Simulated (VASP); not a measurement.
## What goes wrong when the gap of TiO2 (Rutile) is computed with a bad input

Aim: see how common mistakes in a band-structure run show up, on TiO2 (Rutile). The starting structure is a measured crystal structure from the Crystallography Open Database. Cell and atoms stay as given unless a step says otherwise.

Method: Kohn-Sham DFT with plane waves and PAW; LDA, in VASP 6.6.1.

### 1. Starting point

It takes space group P4_2/mnm (No. 136, tetragonal). The conventional cell has a = 4.592 Å, b = 4.592 Å, c = 2.957 Å, α = 90.00°, β = 90.00°, γ = 90.00°. Nearest to Ti lie 6 O at 1.95 to 1.98 Å. O has 3 Ti at 1.95 to 1.98 Å nearest. Farther neighbours and most contacts between anions are not listed.

### 2. Reference bands

The input, INCAR:

```
SYSTEM = TiO2
PREC = Accurate
ENCUT = 460
EDIFF = 1E-06
NELM = 100
ISMEAR = 0
SIGMA = 0.03
LREAL = .FALSE.
ALGO = Normal
GGA = CA
NBANDS = 40
LORBIT = 11
LWAVE = .FALSE.
LCHARG = .FALSE.
KPAR = 8
LASPH = .TRUE.
```

The input, POSCAR:

```
TiO2
1.0
    4.5922000000      0.0000000000      0.0000000000
    0.0000000000      4.5922000000      0.0000000000
    0.0000000000      0.0000000000      2.9574000000
Ti O
2 4
Direct
    0.5000000000      0.5000000000      0.5000000000
    0.0000000000      0.0000000000      0.0000000000
    0.8049600000      0.1950400000      0.5000000000
    0.6950400000      0.6950400000      0.0000000000
    0.1950400000      0.8049600000      0.5000000000
    0.3049600000      0.3049600000      0.0000000000
```

The input, KPOINTS:

```
Automatic mesh
0
Gamma
6 6 8
0 0 0
```

The input, KPOINTS_OPT:

```
Line mode
8
Line-mode
Reciprocal
  0.00000000   0.00000000   0.00000000 GAMMA
  0.00000000   0.50000000   0.00000000 X

  0.00000000   0.50000000   0.00000000 X
  0.50000000   0.50000000   0.00000000 M

  0.50000000   0.50000000   0.00000000 M
  0.00000000   0.00000000   0.00000000 GAMMA

  0.00000000   0.00000000   0.00000000 GAMMA
  0.00000000   0.00000000   0.50000000 Z

  0.00000000   0.00000000   0.50000000 Z
  0.00000000   0.50000000   0.50000000 R

  0.00000000   0.50000000   0.50000000 R
  0.50000000   0.50000000   0.50000000 A

  0.50000000   0.50000000   0.50000000 A
  0.00000000   0.00000000   0.50000000 Z

  0.00000000   0.50000000   0.00000000 X
  0.00000000   0.50000000   0.50000000 R

  0.50000000   0.50000000   0.00000000 M
  0.50000000   0.50000000   0.50000000 A
```

Potentials, in the order of the species: Ti_sv and O (LDA family, release 64).

Command:

```console
> mpirun -np 8 vasp_std
```

Output:

```text
[banner, memory and clock lines left out]
running    8 mpi-ranks, on    1 nodes
 distrk:  each k-point on    1 cores,    8 groups
 distr:  one band on    1 cores,    1 groups

 POSCAR found type information on POSCAR TiO
 POSCAR found :  2 types and       6 ions
|                                                                             |
|           W    W    AA    RRRRR   N    N  II  N    N   GGGG   !!!           |
|           W    W   A  A   R    R  NN   N  II  NN   N  G    G  !!!           |
|           W    W  A    A  R    R  N N  N  II  N N  N  G       !!!           |
|           W WW W  AAAAAA  RRRRR   N  N N  II  N  N N  G  GGG   !            |
|           WW  WW  A    A  R   R   N   NN  II  N   NN  G    G                |
|           W    W  A    A  R    R  N    N  II  N    N   GGGG   !!!           |
|                                                                             |
|     For optimal performance we recommend to set                             |
|       NCORE = 2 up to number-of-cores-per-socket                            |
|     NCORE specifies how many cores store one orbital (NPAR=cpu/NCORE).      |
|     This setting can greatly improve the performance of VASP for DFT.       |
|     The default, NCORE=1 might be grossly inefficient on modern             |
|     multi-core architectures or massively parallel machines. Do your        |
|     Unfortunately you need to use the default for GW and RPA                |
|     calculations (for HF NCORE is supported but not extensively tested      |
|     yet).                                                                   |
|                                                                             |

 LDA part: xc-table for (Slater(with rela. corr.)+CA(PZ))
 , standard interpolation
 POSCAR, INCAR and KPOINTS ok, starting setup
 FFT: planning ... GRIDC
 FFT: planning ... GRID_SOFT
 FFT: planning ... GRID
 WAVECAR not read
 entering main loop
       N       E                     dE             d eps       ncg     rms          rms(c)
DAV:   1     0.577150700371E+03    0.57715E+03   -0.21420E+04  4008   0.130E+03
DAV:   2    -0.111206337155E+01   -0.57826E+03   -0.52551E+03  4216   0.419E+02
DAV:   3    -0.717124939608E+02   -0.70600E+02   -0.69339E+02  5304   0.148E+02
DAV:   4    -0.756728741889E+02   -0.39604E+01   -0.39438E+01  5728   0.301E+01
DAV:   5    -0.757871565205E+02   -0.11428E+00   -0.11428E+00  4960   0.398E+00    0.309E+01
DAV:   6    -0.598125749871E+02    0.15975E+02   -0.37941E+01  5240   0.719E+01    0.121E+01
DAV:   7    -0.591502228393E+02    0.66235E+00   -0.74143E+00  4664   0.277E+01    0.952E+00
DAV:   8    -0.589477285843E+02    0.20249E+00   -0.45150E-01  4864   0.505E+00    0.678E+00
DAV:   9    -0.589311636018E+02    0.16565E-01   -0.52863E-01  5648   0.104E+01    0.377E+00
DAV:  10    -0.587991411752E+02    0.13202E+00   -0.18037E-01  5096   0.409E+00    0.196E+00
DAV:  11    -0.587568375880E+02    0.42304E-01   -0.57687E-02  5280   0.338E+00    0.648E-01
DAV:  12    -0.587556132570E+02    0.12243E-02   -0.84730E-03  4592   0.692E-01    0.458E-01
DAV:  13    -0.587546299022E+02    0.98335E-03   -0.17171E-03  4512   0.226E-01    0.148E-01
DAV:  14    -0.587544277652E+02    0.20214E-03   -0.49553E-04  4960   0.108E-01    0.561E-02
DAV:  15    -0.587544176090E+02    0.10156E-04   -0.32838E-05  4776   0.371E-02    0.432E-02
DAV:  16    -0.587543866106E+02    0.30998E-04   -0.37793E-05  6152   0.748E-02    0.591E-03
DAV:  17    -0.587543870505E+02   -0.43985E-06   -0.44300E-06  4184   0.127E-02
   1 F= -.58754387E+02 E0= -.58754387E+02  d E =-.400329E-37
 Start KPOINTS_OPT (optional k-point list driver)
k-point batch [1-50\72]
       N       E                     dE             ncg
DAV:   1     0.188978279804E+03   -0.55257E+05     4000
DAV:   2    -0.266362570351E+05   -0.26825E+05     4200
DAV:   3    -0.298770046851E+05   -0.32407E+04     5280
DAV:   4    -0.300857891292E+05   -0.20878E+03     5736
DAV:   5    -0.300918475593E+05   -0.60584E+01     4656
DAV:   6    -0.300919665677E+05   -0.11901E+00     5216
DAV:   7    -0.300919700422E+05   -0.34745E-02     4800
DAV:   8    -0.300919701545E+05   -0.11227E-03     4192
DAV:   9    -0.300919701605E+05   -0.60107E-05     2872
DAV:  10    -0.300919701610E+05   -0.46001E-06     2784
k-point batch [51-72\72]
       N       E                     dE             ncg
DAV:   1     0.398736877725E+05   -0.33000E+05     1760
DAV:   2     0.280494596440E+05   -0.11824E+05     1856
DAV:   3     0.265990494696E+05   -0.14504E+04     2288
DAV:   4     0.265035486826E+05   -0.95501E+02     2560
DAV:   5     0.265006977358E+05   -0.28509E+01     2080
DAV:   6     0.265006543394E+05   -0.43396E-01     2352
DAV:   7     0.265006537534E+05   -0.58599E-03     2080
DAV:   8     0.265006537422E+05   -0.11208E-04     1848
DAV:   9     0.265006537418E+05   -0.36517E-06     1184
```

It took 50 s on 8 MPI ranks of AMD EPYC 7R43, shared host; peak memory 1.8 GiB; 6.6 min of CPU time.

Lines that name or quote the potential files are left out of all logs, and their timing lines are given in words.

From OUTCAR (step 2):

```text
ion  position               nearest neighbor table
   1  0.500  0.500  0.500-   4 1.95   6 1.95   4 1.95   6 1.95   5 1.98   3 1.98
   2  0.000  0.000  0.000-   3 1.95   5 1.95   3 1.95   5 1.95   4 1.98   6 1.98
   3  0.805  0.195  0.500-   2 1.95   2 1.95   1 1.98
   4  0.695  0.695  0.000-   1 1.95   1 1.95   2 1.98
   5  0.195  0.805  0.500-   2 1.95   2 1.95   1 1.98
   6  0.305  0.305  0.000-   1 1.95   1 1.95   2 1.98

  LATTYP: Found a simple tetragonal cell.
 ALAT       =     4.5922000000
 C/A-ratio  =     0.6440050520

 Subroutine GETGRP returns: Found 16 space group operations
 (whereof  8 operations were pure point group operations)

The static configuration has the point symmetry D_2h.
 The point group associated with its full space group is D_4h.

 Found     50 irreducible k-points:

   k-points           NKPTS =     50   k-points in BZ     NKDIM =     50   number of bands    NBANDS=     40

   dimension x,y,z NGX =    32 NGY =   32 NGZ =   24
   dimension x,y,z NGXF=    64 NGYF=   64 NGZF=   48

   ENCUT  =  460.0 eV  33.81 Ry    5.81 a.u.   8.03  8.03  5.17*2*pi/ulx,y,z

   NELECT =      48.0000    total number of electrons

 k-points in reciprocal lattice and weights: Automatic mesh
   0.00000000  0.00000000  0.00000000       0.003
   0.16666667  0.00000000  0.00000000       0.014
   0.33333333  0.00000000  0.00000000       0.014
   0.50000000  0.00000000  0.00000000       0.007
   0.16666667  0.16666667  0.00000000       0.014
   0.33333333  0.16666667  0.00000000       0.028
   0.50000000  0.16666667  0.00000000       0.014
   0.33333333  0.33333333  0.00000000       0.014
   0.50000000  0.33333333  0.00000000       0.014
[...]
0.50000000  0.33333333  0.50000000       0.014
   0.50000000  0.50000000  0.50000000       0.003

 average (electrostatic) potential at core
       1 -76.3439       2 -76.3439       3 -70.4829       4 -70.4829       5 -70.4829
       6 -70.4829

 E-fermi :   4.8254

 k-point     1 :       0.0000    0.0000    0.0000
  band No.  band energies     occupation
    ...
     20       2.5631      2.00000
     21       3.8596      2.00000
     22       4.1114      2.00000
     23       4.1114      2.00000
     24       4.5632      2.00000
     25       6.3483      0.00000
     26       6.6420      0.00000
     27       6.8982      0.00000
     28       6.9879      0.00000
     29       6.9879      0.00000
    ...

 k-point     2 :       0.1667    0.0000    0.0000
  band No.  band energies     occupation
    ...
     20       2.5762      2.00000
     21       3.6083      2.00000
     22       3.6771      2.00000
     23       3.8859      2.00000
     24       4.4624      2.00000
     25       6.5039      0.00000
     26       6.8365      0.00000
     27       7.0999      0.00000
     28       7.1044      0.00000
     29       7.1459      0.00000
    ...

 k-point     3 :       0.3333    0.0000    0.0000
  band No.  band energies     occupation
    ...
     20       2.5305      2.00000
     21       2.6623      2.00000
     22       3.2809      2.00000
     23       3.6608      2.00000
     24       4.1552      2.00000
     25       6.8040      0.00000
     26       7.0558      0.00000
     27       7.3502      0.00000
     28       7.4270      0.00000
     29       7.5585      0.00000
    ...

  Total       -2.6893256     -2.6893256     -3.7404388     -0.0000000      0.0000000      0.0000000
  in kB      -69.0879496    -69.0879496    -96.0907275     -0.0000000      0.0000000      0.0000000
  external PRESSURE =     -78.0888756 kB  Pullay stress =       0.0000000 kB

  energy-cutoff  :      460.00
  volume of cell :       62.37
      direct lattice vectors                 reciprocal lattice vectors
     4.592200000  0.000000000  0.000000000     0.217760550  0.000000000  0.000000000
     0.000000000  4.592200000  0.000000000     0.000000000  0.217760550  0.000000000
     0.000000000  0.000000000  2.957400000     0.000000000  0.000000000  0.338134848

 POSITION                                       TOTAL-FORCE (eV/Angst)
 -----------------------------------------------------------------------------------
      2.29610      2.29610      1.47870        -0.000000     -0.000000      0.000000
      0.00000      0.00000      0.00000        -0.000000     -0.000000      0.000000
      3.69654      0.89566      1.47870        -0.002642      0.002642      0.000000
      3.19176      3.19176      0.00000         0.002642      0.002642      0.000000
      0.89566      3.69654      1.47870         0.002642     -0.002642     -0.000000
      1.40044      1.40044      0.00000        -0.002642     -0.002642     -0.000000
 -----------------------------------------------------------------------------------
    total drift:                                0.000000     -0.000000     -0.000000

  FREE ENERGIE OF THE ION-ELECTRON SYSTEM (eV)
  ---------------------------------------------------
  free  energy   TOTEN  =       -58.7543870505 eV

  energy  without entropy=      -58.7543870505  energy(sigma->0) =      -58.75438705

 total charge
# of ion       s       p       d       tot
------------------------------------------
    1        2.225   6.308   1.743  10.277
    2        2.225   6.308   1.743  10.277
    3        1.568   3.480   0.000   5.048
    4        1.568   3.480   0.000   5.048
    5        1.568   3.480   0.000   5.048
    6        1.568   3.480   0.000   5.048
--------------------------------------------------
tot         10.724  26.534   3.487  40.745

[... 3 further parts left out ...]
```

At this level the cell is under a tension of 7.8 GPa, so at these settings it is away from equilibrium.

The reference gap is 1.785 eV.

### 3. Bands with too few electronic steps

A slip made on purpose: too few electronic steps. Against step 2 the input has NELM = 4.

Changes to INCAR since step 2:

```diff
@@ -4,3 +4,3 @@
 EDIFF = 1E-06
-NELM = 100
+NELM = 4
 ISMEAR = 0
```

POSCAR is that of step 2.

KPOINTS is that of step 2.

KPOINTS_OPT is that of step 2.

Command:

```console
> mpirun -np 8 vasp_std
```

Output:

```text
[banner, memory and clock lines left out]
running    8 mpi-ranks, on    1 nodes
[...]
[... a notice as in an earlier step ...]

 LDA part: xc-table for (Slater(with rela. corr.)+CA(PZ))
 , standard interpolation
 POSCAR, INCAR and KPOINTS ok, starting setup
[...]
entering main loop
       N       E                     dE             d eps       ncg     rms          rms(c)
[... 4 cycles as in an earlier step ...]
|                                                                             |
|           W    W    AA    RRRRR   N    N  II  N    N   GGGG   !!!           |
|           W    W   A  A   R    R  NN   N  II  NN   N  G    G  !!!           |
|           W    W  A    A  R    R  N N  N  II  N N  N  G       !!!           |
|           W WW W  AAAAAA  RRRRR   N  N N  II  N  N N  G  GGG   !            |
|           WW  WW  A    A  R   R   N   NN  II  N   NN  G    G                |
|           W    W  A    A  R    R  N    N  II  N    N   GGGG   !!!           |
|                                                                             |
|     The electronic self-consistency was not achieved in the given           |
|     number of steps (NELM). The forces and other quantities evaluated       |
|     might not be reliable so examine the results carefully. If you find     |
|     spurious results, we suggest increasing NELM, if you were close to      |
|     convergence or switching to a different ALGO or adjusting the           |
|     density mixing parameters otherwise.                                    |
|                                                                             |

   1 F= -.75672874E+02 E0= -.75672874E+02  d E =-.272235E-26
 Start KPOINTS_OPT (optional k-point list driver)
k-point batch [1-50\72]
       N       E                     dE             ncg
DAV:   1     0.125810887698E+03   -0.55320E+05     4000
DAV:   2    -0.260755678885E+05   -0.26201E+05     4152
DAV:   3    -0.291693367523E+05   -0.30938E+04     5304
DAV:   4    -0.293725306968E+05   -0.20319E+03     5736
k-point batch [51-72\72]
       N       E                     dE             ncg
DAV:   1     0.398397578772E+05   -0.33034E+05     1760
DAV:   2     0.282716377634E+05   -0.11568E+05     1880
DAV:   3     0.269010765639E+05   -0.13706E+04     2296
DAV:   4     0.268094631923E+05   -0.91613E+02     2592
```

The job ended after 11 s (8 MPI ranks; peak memory 1.8 GiB).

From OUTCAR (step 3):

```text
  Total       30.3927598     30.3927598     41.5701327      0.0000000      0.0000000      0.0000000
  in kB      780.7806884    780.7806884   1067.9239748      0.0000000      0.0000000      0.0000000
  external PRESSURE =     876.4951172 kB  Pullay stress =       0.0000000 kB

 POSITION                                       TOTAL-FORCE (eV/Angst)
 -----------------------------------------------------------------------------------
      2.29610      2.29610      1.47870         0.000000      0.000000      0.000000
      0.00000      0.00000      0.00000         0.000000      0.000000      0.000000
      3.69654      0.89566      1.47870        -0.189571      0.189571      0.000000
      3.19176      3.19176      0.00000         0.189571      0.189571     -0.000000
      0.89566      3.69654      1.47870         0.189571     -0.189571      0.000000
      1.40044      1.40044      0.00000        -0.189571     -0.189571      0.000000
 -----------------------------------------------------------------------------------
    total drift:                                0.000000     -0.000000     -0.000000

  FREE ENERGIE OF THE ION-ELECTRON SYSTEM (eV)
  ---------------------------------------------------
  free  energy   TOTEN  =       -75.6728741889 eV

  energy  without entropy=      -75.6728741889  energy(sigma->0) =      -75.67287419

[... 2 parts as in an earlier step ...]

[... 1 further part left out ...]
[key lines of the parts left out:]
E-fermi :   1.8170
```

The electronic loop didn't reach EDIFF within its 4 cycles (NELM).

### 4. Bands with a cutoff far too low

A slip made on purpose: a cutoff far too low. Against step 2 the input has ENCUT = 180 (also changed: NELM).

Changes to INCAR since step 3:

```diff
@@ -2,5 +2,5 @@
 PREC = Accurate
-ENCUT = 460
+ENCUT = 180
 EDIFF = 1E-06
-NELM = 4
+NELM = 60
 ISMEAR = 0
```

POSCAR is that of step 3.

KPOINTS is that of step 3.

KPOINTS_OPT is that of step 3.

Command:

```console
> mpirun -np 8 vasp_std
```

Output:

```text
[... set-up lines as in an earlier step ...]
 entering main loop
       N       E                     dE             d eps       ncg     rms          rms(c)
DAV:   1     0.282029901272E+03    0.28203E+03   -0.12201E+04  4248   0.693E+02
DAV:   2    -0.446454247412E+02   -0.32668E+03   -0.30661E+03  4432   0.260E+02
DAV:   3    -0.710393608490E+02   -0.26394E+02   -0.26205E+02  5536   0.747E+01
DAV:   4    -0.718955055597E+02   -0.85614E+00   -0.85509E+00  5264   0.111E+01
[...]
DAV:  13    -0.609340637931E+02    0.51266E-03   -0.51343E-04  4888   0.266E-01    0.131E-02
DAV:  14    -0.609340682275E+02   -0.44343E-05   -0.63715E-05  4392   0.409E-02    0.812E-03
DAV:  15    -0.609340676534E+02    0.57408E-06   -0.18747E-06  3760   0.813E-03
   1 F= -.60934068E+02 E0= -.60934068E+02  d E =-.243770E-30
 Start KPOINTS_OPT (optional k-point list driver)
k-point batch [1-50\72]
       N       E                     dE             ncg
DAV:   1    -0.131621271534E+05   -0.47843E+05     4312
DAV:   2    -0.294218805376E+05   -0.16260E+05     4344
DAV:   3    -0.307895946865E+05   -0.13677E+04     5600
DAV:   4    -0.308310856197E+05   -0.41491E+02     4944
[...]
DAV:   8    -0.308321360900E+05   -0.42522E-04     3168
DAV:   9    -0.308321360921E+05   -0.21244E-05     2808
DAV:  10    -0.308321360922E+05   -0.12343E-06     2288
k-point batch [51-72\72]
       N       E                     dE             ncg
DAV:   1     0.196705869179E+05   -0.27038E+05     1944
DAV:   2     0.125307655347E+05   -0.71398E+04     1896
DAV:   3     0.119312734037E+05   -0.59949E+03     2480
DAV:   4     0.119117945564E+05   -0.19479E+02     2152
DAV:   5     0.119112083280E+05   -0.58623E+00     2200
DAV:   6     0.119111963180E+05   -0.12010E-01     2176
DAV:   7     0.119111959185E+05   -0.39952E-03     1904
DAV:   8     0.119111958997E+05   -0.18785E-04     1320
DAV:   9     0.119111958988E+05   -0.94772E-06     1256
```

Wall time 7.8 s (8 MPI ranks); peak memory 0.93 GiB; 57 s of CPU time.

From OUTCAR (step 4):

```text
  Total     -113.6644545   -113.6644545   -113.6569881     -0.0000000      0.0000000      0.0000000
  in kB    -2920.0050150  -2920.0050150  -2919.8132070     -0.0000000      0.0000000      0.0000000
  external PRESSURE =   -2919.9410790 kB  Pullay stress =       0.0000000 kB

 POSITION                                       TOTAL-FORCE (eV/Angst)
 -----------------------------------------------------------------------------------
      2.29610      2.29610      1.47870         0.000000      0.000000      0.000000
      0.00000      0.00000      0.00000         0.000000      0.000000      0.000000
      3.69654      0.89566      1.47870        -0.427238      0.427238      0.000000
      3.19176      3.19176      0.00000         0.427238      0.427238      0.000000
      0.89566      3.69654      1.47870         0.427238     -0.427238     -0.000000
      1.40044      1.40044      0.00000        -0.427238     -0.427238     -0.000000
 -----------------------------------------------------------------------------------
    total drift:                                0.000000      0.000000      0.000000

  FREE ENERGIE OF THE ION-ELECTRON SYSTEM (eV)
  ---------------------------------------------------
  free  energy   TOTEN  =       -60.9340676534 eV

  energy  without entropy=      -60.9340676534  energy(sigma->0) =      -60.93406765

[... 1 part as in an earlier step ...]

[... 2 further parts left out ...]
[key lines of the parts left out:]
E-fermi :   5.5300
```

With a cutoff far too low the gap is 1.286 eV, -0.498 eV from the reference.

(Continued in part 2 of 2.)

[Lines on the potential files, build, host, timing and source positions are cut from VASP's logs without a mark.]

[Logs are printed without paths, hosts, clocks, repeated set-up lines and the standing remarks that a program may print on its own settings, such as how far it seeks lower states.]

[Hosts, paths, dates, database ids (printed as entryN), source tags and the programs' standing remarks are cut or masked in the printed files.]
